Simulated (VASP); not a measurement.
Runs of VASP 6.6.1 on TiB2. It takes space group P6/mmm (No. 191, hexagonal). Conventional cell: a = 3.026 Å, b = 3.026 Å, c = 3.229 Å, α = 90.00°, β = 90.00°, γ = 120.00°. Around Ti (site symmetry 6/mmm) lie 12 B at 2.38 Å. B (site symmetry -6m2) is surrounded by 3 B at 1.75 Å. The cell is a database's computed one.

| task | level | potentials or basis | cell | k mesh | cutoff (eV) | mesh quality | gap on the mesh (eV) | pressure (GPa) | relaxed volume (Å³/atom) |
| --- | --- | --- | --- | --- | --- | --- | --- | --- | --- |
| relaxation of cell and atoms | PBEsol | VASP PAW PBE potentials, release 64 (Ti_sv, B) | relaxed | 15 × 15 × 14 | 600 | not flagged | none | 0.0 | 8.38 |
| single point | PBEsol | VASP PAW PBE potentials, release 64 (Ti_sv, B) | as given | 15 × 15 × 14 | 520 | not flagged | none | -4.2 | - |
| relaxation of cell and atoms | LDA | VASP PAW LDA potentials, release 64 (Ti_sv, B) | relaxed | 15 × 15 × 14 | 600 | not flagged | none | 0.0 | (a) |
| relaxation of cell and atoms | RPBE | VASP PAW PBE potentials, release 64 (Ti_sv, B) | relaxed | 15 × 15 × 14 | 600 | not flagged | none | -0.1 | 8.72 |
| relaxation of cell and atoms | PBEsol | VASP PAW PBE potentials, release 64 (Ti_sv, B) | relaxed | 6 × 6 × 6 | 600 | coarse | none | 0.0 | 8.38 |
| relaxation of cell and atoms | PBEsol | VASP PAW PBE potentials, release 64 (Ti, B) | relaxed | 15 × 15 × 14 | 580 | not flagged | none | 0.0 | 8.41 |
| relaxation of cell and atoms | PBEsol | VASP PAW PBE potentials, release 64 (Ti_sv, B_s) | relaxed | 15 × 15 × 14 | 480 | not flagged | none | 0.0 | (b) |

Alike in all rows: no spin polarisation; smearing gaussian 0.1 eV.

Task: Estimate the missing entries.

Result: (a) 8.19; (b) 8.39.

Caveats: some runs use coarse meshes; the PAW data sets were made with another functional, which shifts forces and pressure a little (some runs).

A gap of «none» marks a metal or a gap under the smearing width.

The runs don't all hold the same shells in valence.

Runs at the PBE level aren't shown here.
